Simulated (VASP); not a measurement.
An input for Ansatz (written as the equivalent of a VASP run, and not itself run):

Ansatz 0.2 input:
```yaml
crystal:
  lattice:
    - [1.7257250, 0.9963480, 3.1296800]
    - [-1.7257250, 0.9963480, 3.1296800]
    - [0.0000000, -1.9926960, 3.1296800]
  atoms:
    - { symbol: P, position: [0.2270800, 0.2270800, 0.2270800] }
    - { symbol: P, position: [0.7729200, 0.7729200, 0.7729200] }
kpoints:
  mp_grid: { grid: [12, 12, 12] }
hamiltonian:
  xc: r2scan
  pseudopotentials: { kind: paw }
scf:
  occupations: { method: methfessel_paxton, width: 0.1 }
  max_iter: 100
relax:
  max_steps: 60
  f_tol: 0.01
  cell: {}
output: { forces: true, stress: true, eigenvalues: true }
```

Write the VASP files for the same calculation (r2SCAN).

One answer among several that fit: 
INCAR:
```
ALGO=Normal
EDIFF=1E-6
EDIFFG=-0.01
ENCUT=400
IBRION=2
ISIF=3
ISMEAR=1
LASPH=.True.
LCHARG=.False.
LMIXTAU=.True.
LREAL=.False.
LWAVE=.False.
METAGGA=R2SCAN
NELM=100
NSW=60
PREC=Accurate
SIGMA=0.1
SYSTEM=P
```

### KPOINTS
```
kpoints
0
gamma
  12 12 12
```

File POSCAR:
```
P
1
    1.7257250000     0.9963480000     3.1296800000
   -1.7257250000     0.9963480000     3.1296800000
    0.0000000000    -1.9926960000     3.1296800000
P
2
Direct
  0.2270800000   0.2270800000   0.2270800000
  0.7729200000   0.7729200000   0.7729200000
```

POTCAR, in this order: P (PBE.64 set). Program: vasp_std.

The two are equivalent in intent, not identical: each code has its own PAW files, so the cut-off isn't converted (ENCUT is set for VASP's; basis.ecutwfc is left out, and Ansatz then takes the one that its files recommend); Ansatz stops its SCF on the density residual and VASP on the energy change (EDIFF).

The structure comes from a computed database's P entry (R-3m); how it stands against other phases isn't given here. This run relaxes it. Symmetry was kept, so distortions that lower it aren't found.
